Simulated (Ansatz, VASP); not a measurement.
# Cross-check of Ge (germanene) between VASP and Ansatz, part 2 of 2

One calculation is typed for both programs; each brings its own data sets and cutoff. How far apart do they land?

VASP 6.6.1 and Ansatz 0.2.0.

So far: Starting point; VASP: band structure, PBE with D3(BJ), spin-orbit coupling.

**3. Ansatz: band structure, PBE with D3(BJ), spin-orbit coupling**

Level of this step: Ansatz beside VASP: Kohn-Sham DFT, plane waves, PBE with D3(BJ), spin-orbit coupling (Ansatz).

Ansatz runs on its fully relativistic PAW (standard-fr) files.

The same cell, functional, mesh and smearing now go to Ansatz, which takes its cutoff from its data sets.

Input file input.yaml:

```yaml
crystal:
  lattice:
    - [4.0367434961, 0.0, 0.0]
    - [-2.0183717481, 3.4959224162, 0.0]
    - [0.0, 0.0, 22.0]
  atoms:
    - { symbol: Ge, position: [0.3333333333, 0.6666666667, 0.4841343359] }
    - { symbol: Ge, position: [0.6666666667, 0.3333333333, 0.5158656641] }
hamiltonian:
  xc: pbe
  pseudopotentials: { kind: paw_fr }
  dispersion: d3bj
magnetization:
  noncollinear: true
  spin_orbit: true
kpoints:
  mp_grid: { grid: [9, 9, 1] }
  band_path:
    path:
      - [0.0, 0.0, 0.0]
      - [0.03846, 0.0, 0.0]
      - [0.07692, 0.0, 0.0]
      - [0.15385, 0.0, 0.0]
      - [0.19231, 0.0, 0.0]
      - [0.26923, 0.0, 0.0]
      - [0.30769, 0.0, 0.0]
      - [0.34615, 0.0, 0.0]
      - [0.42308, 0.0, 0.0]
      - [0.46154, 0.0, 0.0]
      - [0.5, 0.0, 0.0]
      - [0.48718, 0.02564, 0.0]
      - [0.47436, 0.05128, 0.0]
      - [0.44872, 0.10256, 0.0]
      - [0.4359, 0.12821, 0.0]
      - [0.41026, 0.17949, 0.0]
      - [0.39744, 0.20513, 0.0]
      - [0.37179, 0.25641, 0.0]
      - [0.35897, 0.28205, 0.0]
      - [0.34615, 0.30769, 0.0]
      - [0.33333, 0.33333, 0.0]
      - [0.30769, 0.30769, 0.0]
      - [0.25641, 0.25641, 0.0]
      - [0.23077, 0.23077, 0.0]
      - [0.20513, 0.20513, 0.0]
      - [0.15385, 0.15385, 0.0]
      - [0.12821, 0.12821, 0.0]
      - [0.07692, 0.07692, 0.0]
      - [0.05128, 0.05128, 0.0]
      - [0.0, 0.0, 0.0]
    npoints: 1
scf:
  occupations: { method: gaussian, width: 0.03 }
  n_extra_bands: 14
efield:
  axis: 3
  dipole_correction: true
  ramp_width: 0.04
output:
  forces: true
  eigenvalues: true
```

Started as:

```sh
$ ansatz run input.yaml --threads 2 --pin off --max-ram 4608MiB --backend cpu --events-out ev --progress --plain --runs-dir out
```

Numbers of over 12 decimals in the logs are rounded to 6 here.

Output:

```text
scf.n_extra_bands = 14 over 28 filled bands (N_el = 28.0): the run solves 42 bands
Engine: ansatz 0.2.0, aarch64-unknown-linux-gnu
Pseudopotentials: kind: paw_fr
Pseudopotential: Ge, paw_fr, valence charge 14, recommended cutoff 420 eV (normal), Ge.paw.azcp#standard-fr
Functional definition: PBE
  parameter kappa = 0.804
  parameter beta = 0.066725
  exchange = pbe_x(kappa = kappa, mu = beta*pi^2/3)
  correlation = pbe_c(beta = beta)
non-collinear run that drives no moment, with spin-orbit: no starting moment large enough to seed its density (crystal.atoms[].spin), no starting occupations that ask for one, no magnetisation constraint and no magnetic field, so the semilocal B_xc is pinned to zero
Crystal: 2 atoms, lattice volume = 310.467 Å³
Basis set: ecut = 420 eV, 6073 PW (Γ), exchange–correlation on 54×54×300 points (8 copies of the dense FFT grid, shifted against one another)
Bands: 42, of which v1, the nominal top of the filled ones, is band 28 counted from 1 (27 counted from 0)
Symmetry: 6 space group operations + 6 with time reversal
k-points: 12 of 81 (time reversal used)
Projection manifold: j_resolved (fully-relativistic pseudo-atomic orbitals)
Non-local potential: Ge, projectors of the file, l = 0: 2, l = 1: 4, l = 2: 6, l = 3: 2
PAW form: soft (Blöchl's): semilocal exchange-correlation on the pseudo side does not see the compensation charge
PAW one-centre angular grid: Ge, 590 points (default); XC on 64 Gauss nodes
Initial density: superposition of atomic densities (neutral atoms: chi_scale 0, normalization atom)
Initial wavefunctions: pseudopotential atomic-orbital guess
Functional: x = pbe(κ = 0.804, μ = 0.219515), c = pbe(β = 0.066725)
iter 1 solved again at ethr=1.88e-3 eV; its pass at ethr=3.10e-3 eV (dr2=5.27e-1 eV) is discarded
SCF iter   1: F=—  HF=-8589.648602 eV  |F-HF|=—  |Δ(HF+E_count)|=         —  Δρ=1.19e-2  dr2=5.34e-1  dr2_m=0.00e0 (ungated)  ethr=1.88e-3  |M|=0.00e0 ∫|m|=0.00e0 μB  |m|>n=0.0e0 m-floor=0.0e0 τ_xc=0.0e0  β_m=1.00  p=0.000 e·Å  D=1.45e-16 V/Å  ΔV_dip=-0.00 eV  dr2_dipole=3.71e-14  V_vac-E_F(+/−)=5.54/5.54 eV  ⟨swp⟩=3.3  Hψ=3828  notcnv=0  defer=1
efield: sawtooth ramp at fractional position 0.9800 (placed from the atoms, in the widest stretch of the axis that holds none; the zero of the levels goes with the place), width 0.0400; the density the first Hamiltonian is built on has a dipole p = 0.000 e·Å; the dipole correction subtracts the counter field D = 1.45e-16 V/Å, which shifts the + side's vacuum level by -0.00 eV against the − side's; the planar-averaged density in the ramp window peaks in size at 6.8e-6 e/Å³
preconditioner: auto → LDOS  [metal: Δε(μ)=0.026 eV  Ē_g=10.112 eV  σ=0.030 eV  W_gap=0.46  n_scr=30 (ndim 8)  ℏωp=6.0 eV  f_vac=0.763  D(μ)=1.53/eV (n_scr^D=6)  β→1.0]
spin=Noncollinear: LDOS preconditioning applied to the charge; magnetization (m_x, m_y, m_z) channels mix plain (no charge-response kernel on spin).
SCF iter   2: F=—  HF=-8589.506870 eV  |F-HF|=—  |Δ(HF+E_count)|=   1.42e-1  Δρ=3.36e-3  dr2=3.22e-2  dr2_m=0.00e0 (ungated)  ethr=1.88e-3  |M|=0.00e0 ∫|m|=0.00e0 μB  |m|>n=0.0e0 m-floor=0.0e0 τ_xc=0.0e0  β_m=0.95  p=-0.000 e·Å  D=-4.25e-7 V/Å  ΔV_dip=0.00 eV  dr2_dipole=7.26e-11  V_vac-E_F(+/−)=4.67/4.67 eV  ⟨swp⟩=4.1  Hψ=1054  notcnv=0  defer=48
SCF iter   3: F=—  HF=-8589.511344 eV  |F-HF|=—  |Δ(HF+E_count)|=   4.47e-3  Δρ=9.49e-4  dr2=4.31e-3  dr2_m=0.00e0 (ungated)  ethr=1.15e-4  |M|=0.00e0 ∫|m|=0.00e0 μB  |m|>n=0.0e0 m-floor=0.0e0 τ_xc=0.0e0  β_m=0.91  p=0.000 e·Å  D=4.17e-7 V/Å  ΔV_dip=-0.00 eV  dr2_dipole=1.35e-11  V_vac-E_F(+/−)=4.61/4.61 eV  ⟨swp⟩=2.7  Hψ=929  notcnv=0  defer=110
SCF iter   4: F=—  HF=-8589.510753 eV  |F-HF|=—  |Δ(HF+E_count)|=   5.91e-4  Δρ=4.20e-4  dr2=9.34e-4  dr2_m=0.00e0 (ungated)  ethr=1.54e-5  |M|=0.00e0 ∫|m|=0.00e0 μB  |m|>n=0.0e0 m-floor=0.0e0 τ_xc=0.0e0  β_m=0.84  p=0.000 e·Å  D=2.70e-7 V/Å  ΔV_dip=-0.00 eV  dr2_dipole=6.17e-12  V_vac-E_F(+/−)=4.54/4.54 eV  ⟨swp⟩=2.0  Hψ=788  notcnv=0  defer=110
SCF iter   5: F=—  HF=-8589.510365 eV  |F-HF|=—  |Δ(HF+E_count)|=   3.88e-4  Δρ=1.97e-4  dr2=1.26e-4  dr2_m=0.00e0 (ungated)  ethr=3.34e-6  |M|=0.00e0 ∫|m|=0.00e0 μB  |m|>n=0.0e0 m-floor=0.0e0 τ_xc=0.0e0  β_m=0.75  p=0.000 e·Å  D=1.89e-7 V/Å  ΔV_dip=-0.00 eV  dr2_dipole=1.85e-12  V_vac-E_F(+/−)=4.49/4.49 eV  ⟨swp⟩=2.0  Hψ=752  notcnv=0  defer=110
SCF iter   6: F=—  HF=-8589.510352 eV  |F-HF|=—  |Δ(HF+E_count)|=   1.27e-5  Δρ=3.40e-5  dr2=5.89e-6  dr2_m=0.00e0 (ungated)  ethr=4.49e-7  |M|=0.00e0 ∫|m|=0.00e0 μB  |m|>n=0.0e0 m-floor=0.0e0 τ_xc=0.0e0  β_m=0.84  p=0.000 e·Å  D=1.50e-7 V/Å  ΔV_dip=-0.00 eV  dr2_dipole=5.34e-13  V_vac-E_F(+/−)=4.48/4.48 eV  ⟨swp⟩=2.0  Hψ=718  notcnv=0  defer=110
SCF iter   7: F=—  HF=-8589.510362 eV  |F-HF|=—  |Δ(HF+E_count)|=   9.69e-6  Δρ=6.04e-6  dr2=1.80e-7  dr2_m=0.00e0 (ungated)  ethr=2.10e-8  |M|=0.00e0 ∫|m|=0.00e0 μB  |m|>n=0.0e0 m-floor=0.0e0 τ_xc=0.0e0  β_m=0.92  p=0.000 e·Å  D=4.77e-8 V/Å  ΔV_dip=-0.00 eV  dr2_dipole=6.45e-16  V_vac-E_F(+/−)=4.47/4.47 eV  ⟨swp⟩=2.0  Hψ=532  notcnv=0  defer=110
SCF iter   8: F=-8589.510362 eV  HF=-8589.510362 eV  |F-HF|=8.27e-9  |Δ(HF+E_count)|=   2.84e-7  Δρ=6.28e-7  dr2=1.61e-9  dr2_m=0.00e0 (ungated)  ethr=3.57e-10  |M|=0.00e0 ∫|m|=0.00e0 μB  |m|>n=0.0e0 m-floor=0.0e0 τ_xc=0.0e0  p=0.000 e·Å  D=2.61e-8 V/Å  ΔV_dip=-0.00 eV  dr2_dipole=1.22e-14  V_vac-E_F(+/−)=4.47/4.47 eV  ⟨swp⟩=16.0  Hψ=3050  notcnv=0
SCF 1 converged in 8 iterations: F = -8589.510362 eV  dr2 = 1.61e-9
  greatest PAW one-centre occupation: 0.998 electrons in one spin orbital (limit 2), on the Ge atom at site 1 (counted from 0), in its partial waves of l = 2
NSCF: frozen V_eff on 30 k-points
efield: sawtooth ramp at fractional position 0.9800 (kept from the solve that this one continues, or follows in the run), width 0.0400; the density the first Hamiltonian is built on has a dipole p = 0.000 e·Å; the dipole correction subtracts the counter field D = 2.61e-8 V/Å, which shifts the + side's vacuum level by -0.00 eV against the − side's; the planar-averaged density in the ramp window peaks in size at 6.9e-6 e/Å³
SCF converged after 8 iterations
Magnetization: |M| = 0.0000 μB,  M = (+0.0000, +0.0000, +0.0000) μB
Absolute magnetization: 0.0000 μB (∫|m|)
  site 0: m = (+0.0000, +0.0000, +0.0000) μB, |m| = 0.0000 μB  (R = 1.00 Å)
  site 1: m = (+0.0000, +0.0000, +0.0000) μB, |m| = 0.0000 μB  (R = 1.00 Å)
Free energy (F): -8589.510362 eV
Harris-Foulkes:  -8589.510362 eV  (|F-HF|=8.27e-9)
Internal energy: -8589.509660 eV  (E = F + TS)
E sigma→0 (E₀):  -8589.510011 eV
Entropy (-TS):   -0.000703 eV (-0.351 meV/atom)
Fermi energy:    -2.613297 eV
Dipole field:    D = -0.000000 V/Å  (p = -0.000000 e·Å, saw-weighted, corrected)
Work function:   Φ+ = 4.4704 eV   Φ− = 4.4704 eV
Levels:          The Fermi level and band energies are counted from a zero that moves with the ramp; work functions are not
--- Per-component energies (eV) ---
  E_band       = -598.794857
  E_kinetic    = 220.050831
  E_local      = -19983.123375  (includes V_loc(G=0)·N_el)
  E_nonlocal   = 834.573496
  E_hartree    = 9538.602985
  E_xc         = -149.476936
  E_vxc        = -126.733470  (∫ρ·V_xc dr)
  E_paw        = -4037.336725  (= ΣΔE_a)
  E_vpaw       = -620.766662  (= ΣTr[D̂ρ^β])
  E_aug_tail   = 0.000630  (compensation charges beyond the density's cutoff)
  E_efield     = 0.000000  (sawtooth field / dipole correction)
  E_vefield    = 0.000000  (∫n·V_field dr)
  E_ewald      = 4987.505755
  E_disp       = -0.306320  (pairwise vdW)
  E_smearing   = -0.000703  (= −TS)
  E_closure    = -0.000000  (closes the sum)
  Σ components = -8589.510362   (vs F -8589.510362, Δ=0.00e0)
--- Forces (eV/Å), atoms counted from 1 ---
  atom   1  Ge     0.00000000     0.00000000     0.06760341
  atom   2  Ge     0.00000000    -0.00000000    -0.06760320
  max |Σ_I F_I| component: 2.11e-7 eV/Å
--- Band table (eV; the first three rows and the last of 12) ---
  k-point 0: bands = [... 24 lower, -3.1260, -3.1260, -2.9288, -2.9288, -2.0391, -2.0391, -0.3239, -0.3239, ... 10 higher]
  k-point 1: bands = [... 24 lower, -4.2171, -4.2171, -3.2904, -3.2904, -0.8756, -0.8756, -0.2664, -0.2664, ... 10 higher]
  k-point 2: bands = [... 24 lower, -4.7529, -4.7529, -3.8171, -3.8171, -0.7026, -0.7026, -0.2092, -0.2092, ... 10 higher]
  k-point 11: bands = [... 24 lower, -6.2888, -6.2888, -2.6258, -2.6258, -2.6008, -2.6008, 1.7863, 1.7863, ... 10 higher]
```

The job ended after 79 s (2 threads of Arm Neoverse N1, shared host; peak memory 0.95 GiB).

**4. Side by side**

Known differences besides the potentials themselves: spin-orbit coupling enters by fully relativistic files in Ansatz and inside the spheres in VASP; the data sets hold 28 valence electrons in Ansatz (fully relativistic PAW (standard-fr) files) and 8 in VASP; the cutoff is 420 eV in Ansatz and 350 eV in VASP (PREC = Normal). Total energies have different zeros and are not compared.

Both answers:

```
                     quantity  Ansatz   VASP  difference
gap over the path points (eV)   0.025  0.024      +0.001
```

Levels at points of the path, from each program's valence-band top (eV; 8 filled, then empty):

```
k (reciprocal lattice)                                                                           Ansatz                                                                             VASP
     0.000 0.000 0.000  -11.21 -11.21 -3.53 -3.53 -0.50 -0.50 -0.30 -0.30 0.59 0.59 2.30 2.30 3.85 3.85  -11.23 -11.23 -3.51 -3.51 -0.51 -0.51 -0.31 -0.31 0.57 0.57 2.30 2.30 3.84 3.84
     0.038 0.000 0.000  -11.20 -11.20 -3.54 -3.54 -0.72 -0.72 -0.41 -0.41 0.88 0.88 2.31 2.31 3.85 3.85  -11.21 -11.21 -3.52 -3.52 -0.73 -0.73 -0.42 -0.42 0.87 0.87 2.31 2.31 3.84 3.84
     0.077 0.000 0.000  -11.15 -11.15 -3.57 -3.57 -1.19 -1.19 -0.53 -0.53 1.37 1.37 2.33 2.33 3.81 3.81  -11.16 -11.16 -3.56 -3.56 -1.20 -1.20 -0.54 -0.54 1.36 1.36 2.33 2.33 3.80 3.80
     0.154 0.000 0.000  -10.95 -10.95 -3.87 -3.87 -1.96 -1.96 -0.86 -0.86 2.01 2.01 2.39 2.39 3.98 3.98  -10.97 -10.97 -3.86 -3.86 -1.98 -1.98 -0.87 -0.87 2.00 2.00 2.39 2.39 3.98 3.98
     0.192 0.000 0.000  -10.81 -10.81 -4.21 -4.21 -2.11 -2.11 -1.05 -1.05 2.02 2.02 2.42 2.42 4.25 4.25  -10.82 -10.82 -4.20 -4.20 -2.13 -2.13 -1.06 -1.06 2.01 2.01 2.41 2.41 4.25 4.25
     0.269 0.000 0.000  -10.44 -10.44 -5.13 -5.13 -2.03 -2.03 -1.40 -1.40 1.71 1.71 2.35 2.35 4.49 4.49  -10.45 -10.45 -5.14 -5.14 -2.04 -2.04 -1.42 -1.42 1.70 1.70 2.35 2.35 4.48 4.48
     0.308 0.000 0.000  -10.21 -10.21 -5.63 -5.63 -1.89 -1.89 -1.56 -1.56 1.51 1.51 2.24 2.24 4.56 4.56  -10.22 -10.22 -5.64 -5.64 -1.90 -1.90 -1.57 -1.57 1.50 1.50 2.23 2.23 4.55 4.55
     0.346 0.000 0.000    -9.96 -9.96 -6.12 -6.12 -1.73 -1.73 -1.67 -1.67 1.30 1.30 2.09 2.09 4.70 4.70    -9.98 -9.98 -6.12 -6.12 -1.74 -1.74 -1.68 -1.68 1.30 1.30 2.07 2.07 4.68 4.68
     0.423 0.000 0.000    -9.46 -9.46 -6.95 -6.95 -1.87 -1.87 -1.34 -1.34 0.90 0.90 1.81 1.81 5.12 5.12    -9.47 -9.47 -6.96 -6.96 -1.89 -1.89 -1.34 -1.34 0.90 0.90 1.79 1.79 5.10 5.10
     0.462 0.000 0.000    -9.26 -9.26 -7.24 -7.24 -1.92 -1.92 -1.20 -1.20 0.76 0.76 1.73 1.73 5.34 5.34    -9.27 -9.27 -7.25 -7.25 -1.93 -1.93 -1.20 -1.20 0.76 0.76 1.71 1.71 5.33 5.33
```

At this near-relaxed geometry the largest component of a force difference is 66 meV/Å. Among the levels compared at these points, filled levels agree within 21 meV and empty ones within 22 meV.

**5. Further runs**

Further runs change the set-up of one program: Ansatz's method, potentials or start, or VASP's data sets, cutoff or form of LDA. The table gives Ansatz less VASP for each quantity, since a change that brings one quantity closer may part another.

```
                                        run  r.m.s. force difference (meV/Å)  gap over the path points (eV)
                                   as above                               38                         7.0e-4
    Ansatz's larger PAW set (cutoff 560 eV)                               38                         7.0e-4
norm-conserving potentials (cutoff 1061 eV)                               32                         6.0e-4
```

**6. Results**

| Item | Value |
| --- | --- |
| r.m.s. force difference (band structure, PBE with D3(BJ), spin-orbit coupling) | 38 meV/Å |

The r.m.s. force difference is 38 meV/Å (band structure, PBE with D3(BJ), spin-orbit coupling), beyond the 12 meV/Å picked in this series as the mark of a large difference. For band structure, PBE with D3(BJ), spin-orbit coupling, no further run moves any of the tabulated differences by more than a quarter of its size. 6 further runs of this series are not shown here. Such differences can come from data sets, numerical settings and the points named under the comparisons, not from the functional's error against experiment.

[Lines on the potential files, build, host, timing and source positions are cut from VASP's logs without a mark.]

[Logs are printed without paths, hosts, clocks, repeated set-up lines and the standing remarks that a program may print on its own settings, such as how far it seeks lower states.]

[Hosts, paths, dates, database ids (printed as entryN), source tags and the programs' standing remarks are cut or masked in the printed files.]
